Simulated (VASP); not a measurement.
Level of theory: vdW-DF2, VASP's PBE PAW potentials (set 64) (plane waves; VASP 6.6.1).

The input files of a VASP run:

### INCAR
```
LCHARG = .TRUE.
AGGAC = 0.0
GGA = ML
LORBIT = 11   ! lm-projected
LREAL = .FALSE.
LMAXMIX = 6   ! l cut-off of mixed one-centre charges
ISIF = 2   ! forces and stress, cell fixed
NELM = 100   ! most electronic steps
ZAB_VDW = -1.8867
LASPH = .TRUE.   ! aspherical one-centre terms
LUSE_VDW = .TRUE.
ENCUT = 520   ! plane-wave cut-off (eV)
EDIFF = 1E-7   ! SCF stop (eV)
LWAVE = .FALSE.
ISMEAR = -5   ! tetrahedra, Bloechl
ALGO = Normal   ! blocked Davidson
NEDOS = 601   ! DOS grid
PREC = Accurate
SYSTEM = HfN
```

### POSCAR
```
HfN
1
    0.0000000000     2.3109842904     2.3109842904
    2.3109842904     0.0000000000     2.3109842904
    2.3109842904     2.3109842904     0.0000000000
Hf N
1 1
Direct
  0.0000000000   0.0000000000   0.0000000000
  0.5000000000   0.5000000000   0.5000000000
```

**KPOINTS**
```
Automatic mesh
0
Gamma
15 15 15
0 0 0
```

POTCAR, in this order: Hf_pv N (PBE.64 set). Program: vasp_std.

For a metal the tetrahedron method with Blöchl corrections gives inexact stress and forces. Unless said otherwise, spin-orbit coupling is left out, though it shifts the bands of the heavy elements here.

**Question.** Estimate the energy per atom (σ→0), band gap (on the k-mesh).

**Answer.** 
* **energy per atom (σ→0)**: -8.311 eV/atom
* **band gap (on the k-mesh)**: none (metal, semimetal or under 0.01 eV)

OSZICAR:
```
...
DAV:   9    -0.166208701179E+02    0.37107E-01   -0.19395E-01  3159   0.296E+00    0.109E+00
DAV:  10    -0.166209890441E+02   -0.11893E-03   -0.40035E-03  2994   0.612E-01    0.605E-01
DAV:  11    -0.166210128171E+02   -0.23773E-04   -0.79968E-04  3151   0.240E-01    0.460E-02
DAV:  12    -0.166210156807E+02   -0.28636E-05   -0.33001E-05  3254   0.585E-02    0.754E-02
DAV:  13    -0.166210185673E+02   -0.28867E-05   -0.10299E-05  3472   0.291E-02    0.442E-03
DAV:  14    -0.166210191027E+02   -0.53537E-06   -0.76035E-07  3137   0.885E-03    0.265E-03
DAV:  15    -0.166210190169E+02    0.85823E-07   -0.36460E-07  2874   0.562E-03
   1 F= -.16621019E+02 E0= -.16621019E+02  d E =0.000000E+00
```

The compound is HfN in the rock salt structure. It was relaxed first, which changed the volume by +7 %. The electron count is odd and the run is not spin-polarised, which forces a metal.
